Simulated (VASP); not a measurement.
Output of a VASP run:

OUTCAR:
```
 ion  position               nearest neighbor table
   1  0.000  0.000  0.000-   4 2.52   4 2.52   4 2.52   3 2.52   4 2.52   3 2.52   3 2.52   3 2.52
                             2 2.91   2 2.91   2 2.91   2 2.91   2 2.91   2 2.91
   2  0.500  0.500  0.500-   3 2.52   3 2.52   3 2.52   3 2.52   4 2.52   4 2.52   4 2.52   4 2.52
                             1 2.91   1 2.91   1 2.91   1 2.91   1 2.91   1 2.91
   3  0.250  0.250  0.250-   1 2.52   1 2.52   1 2.52   1 2.52   2 2.52   2 2.52   2 2.52   2 2.52
                             4 2.91   4 2.91   4 2.91   4 2.91   4 2.91   4 2.91
   4  0.750  0.750  0.750-   2 2.52   2 2.52   2 2.52   1 2.52   2 2.52   1 2.52   1 2.52   1 2.52
                             3 2.91   3 2.91   3 2.91   3 2.91   3 2.91   3 2.91
  LATTYP: Found a face centered cubic cell.
 ALAT       =     5.8277480000
 Subroutine PRICEL returns:
 Original cell was already a primitive cell.
 Subroutine GETGRP returns: Found 48 space group operations
The static configuration has the point symmetry O_h .
The dynamic configuration has the point symmetry O_h .
The overall configuration has the point symmetry O_h .
 Subroutine INISYM returns: Found 48 space group operations
 Subroutine IBZKPT returns following result:
 Found     16 irreducible k-points:

 Following reciprocal coordinates:
            Coordinates               Weight
  0.000000  0.000000  0.000000      1.000000
  0.166667  0.000000  0.000000      8.000000
  0.333333  0.000000  0.000000      8.000000
  0.500000  0.000000  0.000000      4.000000
  0.166667  0.166667  0.000000      6.000000
  0.333333  0.166667  0.000000     24.000000
  0.500000  0.166667  0.000000     24.000000
 -0.333333  0.166667  0.000000     24.000000
 -0.166667  0.166667  0.000000     12.000000
  0.333333  0.333333  0.000000      6.000000
  0.500000  0.333333  0.000000     24.000000
 -0.333333  0.333333  0.000000     12.000000
  0.500000  0.500000  0.000000      3.000000
  0.500000  0.333333  0.166667     24.000000
 -0.333333  0.333333  0.166667     24.000000
 -0.333333  0.500000  0.166667     12.000000
   k-points           NKPTS =     16   k-points in BZ     NKDIM =     16   number of bands    NBANDS=     28
   number of dos      NEDOS =    301   number of ions     NIONS =      4
   total plane-waves  NPLWV =  21952
   dimension x,y,z NGX =    28 NGY =   28 NGZ =   28
   dimension x,y,z NGXF=    56 NGYF=   56 NGZF=   56
   ions per type =               1   3
   PREC   = accura    normal or accurate (medium, high low for compatibility)
   ISTART =      0    job   : 0-new  1-cont  2-samecut
   ICHARG =      2    charge: 1-file 2-atom 10-const
   ISPIN  =      2    spin polarized calculation?
   LNONCOLLINEAR =      F non collinear calculations
   LSORBIT =      F    spin-orbit coupling
   INIWAV =      1    electr: 0-lowe 1-rand  2-diag
   ENCUT  =  400.0 eV  29.40 Ry    5.42 a.u.   6.72  6.72  6.72*2*pi/ulx,y,z
   NELM   =    100;   NELMIN=  2; NELMDL= -5     # of ELM steps
   EDIFF  = 0.1E-05   stopping-criterion for ELM
   LREAL  =      F    real-space projection
   NLSPLINE    = F    spline interpolate recip. space projectors
   LMAXMIX     =    4 max onsite mixed and CHGCAR
   VOSKOWN=      0    Vosko Wilk Nusair interpolation
   EDIFFG = 0.1E-04   stopping-criterion for IOM
   NSW    =      0    number of steps for IOM
   NBLOCK =      1;   KBLOCK =      1    inner block; outer block
   IBRION =     -1    ionic relax: 0-MD 1-quasi-New 2-CG
   NFREE  =      0    steps in history (QN), initial steepest desc. (CG)
   ISIF   =      2    stress and relaxation
   ISYM   =      2    0-nonsym 1-usesym 2-fastsym
   TEIN   =    0.0    initial temperature
   TEBEG  =    0.0;   TEEND  =   0.0 temperature during run
   SMASS  =  -3.00    Nose mass-parameter (am)
   PSTRESS=    0.0 pullay stress
   NELECT =      32.0000    total number of electrons
   EFERMI =   0.00;   METHOD = LEGACY
   ISMEAR =     0;   SIGMA  =   0.05  broadening in eV -4-tet -1-fermi 0-gaus
   IALGO  =     38    algorithm
   LDIAG  =      T    sub-space diagonalisation (order eigenvalues)
   IMIX   =      4    mixing-type and parameters
     AMIX     =   0.40;   BMIX     =  1.00
     AMIX_MAG =   1.60;   BMIX_MAG =  1.00
     AMIN     =   0.10
   GGA     = PE    functional components
...
```

### OSZICAR
```
       N       E                     dE             d eps       ncg     rms          rms(c)
DAV:   1     0.180766898165E+03    0.18077E+03   -0.12089E+04  1792   0.118E+03
DAV:   2    -0.140248695252E+02   -0.19479E+03   -0.18298E+03  1804   0.263E+02
DAV:   3    -0.239271682130E+02   -0.99023E+01   -0.95759E+01  2012   0.743E+01
DAV:   4    -0.240924603220E+02   -0.16529E+00   -0.16498E+00  2008   0.898E+00
DAV:   5    -0.240989638089E+02   -0.65035E-02   -0.65031E-02  2328   0.153E+00    0.278E+01
DAV:   6    -0.302299187588E+02   -0.61310E+01   -0.35371E+01  2088   0.873E+01    0.247E+01
DAV:   7    -0.300889330596E+02    0.14099E+00   -0.28965E+01  2060   0.978E+01    0.325E+01
DAV:   8    -0.257546375789E+02    0.43343E+01   -0.23091E+01  2124   0.529E+01    0.883E+00
DAV:   9    -0.255111858048E+02    0.24345E+00   -0.10349E+00  2388   0.162E+01    0.354E+00
DAV:  10    -0.255411843006E+02   -0.29998E-01   -0.15880E-01  2080   0.377E+00    0.200E+00
DAV:  11    -0.255422888406E+02   -0.11045E-02   -0.37322E-02  2552   0.254E+00    0.800E-01
DAV:  12    -0.255455403418E+02   -0.32515E-02   -0.10547E-02  2116   0.125E+00    0.475E-01
DAV:  13    -0.255451016168E+02    0.43873E-03   -0.85928E-04  2656   0.513E-01    0.180E-01
DAV:  14    -0.255449518074E+02    0.14981E-03   -0.29705E-04  2804   0.227E-01    0.552E-02
DAV:  15    -0.255449500416E+02    0.17658E-05   -0.59260E-05  2552   0.846E-02    0.291E-02
DAV:  16    -0.255449495548E+02    0.48684E-06   -0.80262E-06  2052   0.494E-02
   1 F= -.25544950E+02 E0= -.25543124E+02  d E =-.365052E-02  mag=     4.6030
```

### OUTCAR
```
------------------------ aborting loop because EDIFF is reached ----------------------------------------
  FORCE on cell =-STRESS in cart. coord.  units (eV):
  Direction    XX          YY          ZZ          XY          YZ          ZX
  --------------------------------------------------------------------------------------
  Total       -2.2327760     -2.2327760     -2.2327760      0.0000000      0.0000000      0.0000000
  in kB      -72.2958612    -72.2958612    -72.2958612      0.0000000      0.0000000      0.0000000
  external PRESSURE =     -72.2958612 kB  Pullay stress =       0.0000000 kB
  volume of cell :       49.48
      direct lattice vectors                 reciprocal lattice vectors
     0.000000000  2.913874000  2.913874000    -0.171592869  0.171592869  0.171592869
     2.913874000  0.000000000  2.913874000     0.171592869 -0.171592869  0.171592869
     2.913874000  2.913874000  0.000000000     0.171592869  0.171592869 -0.171592869
 POSITION                                       TOTAL-FORCE (eV/Angst)
 -----------------------------------------------------------------------------------
      0.00000      0.00000      0.00000        -0.000000      0.000000      0.000000
      2.91387      2.91387      2.91387        -0.000000      0.000000      0.000000
      1.45694      1.45694      1.45694         0.000000      0.000000      0.000000
      4.37081      4.37081      4.37081        -0.000000     -0.000000     -0.000000
 -----------------------------------------------------------------------------------
    total drift:                                0.000000      0.000000      0.000000
  FREE ENERGIE OF THE ION-ELECTRON SYSTEM (eV)
  ---------------------------------------------------
  free  energy   TOTEN  =       -25.5449495548 eV

  energy  without entropy=      -25.5412990313  energy(sigma->0) =      -25.54312429

 total charge

# of ion       s       p       d       tot
------------------------------------------
    1        1.211   1.404   0.114   2.729
    2        0.406   0.408   7.314   8.128
    3        0.396   0.434   7.356   8.187
    4        0.396   0.434   7.356   8.187
--------------------------------------------------
tot          2.410   2.681  22.139  27.230

 magnetization (x)

# of ion       s       p       d       tot
------------------------------------------
    1        0.028   0.024  -0.012   0.040
    2       -0.001  -0.008   1.660   1.650
    3        0.010  -0.009   1.483   1.484
    4        0.010  -0.009   1.483   1.484
--------------------------------------------------
tot          0.048  -0.002   4.614   4.659
```
(Selected blocks of OUTCAR.)

### POSCAR
```
Co3As
1
    0.0000000000     2.9138740000     2.9138740000
    2.9138740000     0.0000000000     2.9138740000
    2.9138740000     2.9138740000     0.0000000000
As Co
1 3
Direct
  0.0000000000   0.0000000000   0.0000000000
  0.5000000000   0.5000000000   0.5000000000
  0.2500000000   0.2500000000   0.2500000000
  0.7500000000   0.7500000000   0.7500000000
```

Q: Write an INCAR and KPOINTS that could have produced this output.

A: This is not unique; one that fits is the input of the run itself, PBE GGA, plane waves, VASP's PBE PAW potentials (set 64).

KPOINTS:
```
Automatic mesh
0
Gamma
6 6 6
0 0 0
```

INCAR:
```
ALGO = Normal
EDIFF = 1E-6
ENCUT = 400
GGA = PE
ISIF = 2
ISMEAR = 0
ISPIN = 2
LASPH = .TRUE.
LCHARG = .FALSE.
LMAXMIX = 4
LORBIT = 10
LREAL = .FALSE.
LWAVE = .FALSE.
MAGMOM = 0.0 5.0 5.0 5.0
NELM = 100
PREC = Accurate
SIGMA = 0.05
SYSTEM = Co3As
```

POTCAR, in this order: As Co (PBE.64 set). Program: vasp_std.

The structure was generated: Co3As was put into the D03 type (Fm-3m), which need not be its known phase. The cell was not relaxed at this level. The k-mesh is coarse (spacing up to 0.31 per Å, 2π included), so the numbers may not be converged in it. The run is one of a series of settings (MAGMOM = 0.0 5.0 5.0 5.0 against the base run), some of them coarse on purpose.
